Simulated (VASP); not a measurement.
A cell of Ag2PrSi2 (space group I4/mmm) near equilibrium:

```xyz
5
Lattice="-2.1012 2.1012 5.2822 2.1012 -2.1012 5.2822 2.1012 2.1012 -5.2822" Properties=species:S:1:pos:R:3 pbc="T T T"
Pr     0.0000     0.0000     0.0000
Si     2.1012     2.1012     1.1636
Si     0.0000     0.0000     4.1186
Ag     0.0000     2.1012     2.6411
Ag     2.1012     0.0000     2.6411
```

All values below come from PBEsol GGA, VASP's PBE PAW potentials (set 64) (plane waves; VASP 6.6.1).

The 4f electrons are frozen in the core of the lanthanide potential, so 4f levels, which can set the real gap, and their magnetism are missing.

| run | ΔE (meV/atom) | σxx | σyy | σzz | largest shear component, with its sign (GPa) | largest force (eV/Å) |
|---|---|---|---|---|---|---|
| as it is | 0.0 | 0.25 | 0.25 | 0.30 | 0.00 | 0.058 |
| after one change | 59.4 | 13.34 | 6.88 | 14.25 | 0.00 | 0.296 |
Stress is in GPa, positive when the cell is compressed.

### Question
What was changed between the two runs?
A) biaxial strain of -4.0 % in the xz plane
B) atom 5 (Ag) moved by 0.200 Å along x
C) atom 3 (Si) moved by 0.150 Å along z
D) biaxial strain of +1.5 % in the xy plane with the ions relaxed

### Answer
A, biaxial strain of -4.0 % in the xz plane

The structure comes from a computed database's Ag2PrSi2 entry (I4/mmm); how it stands against other phases isn't given here. The electron count is odd and the run is not spin-polarised, which forces a metal.
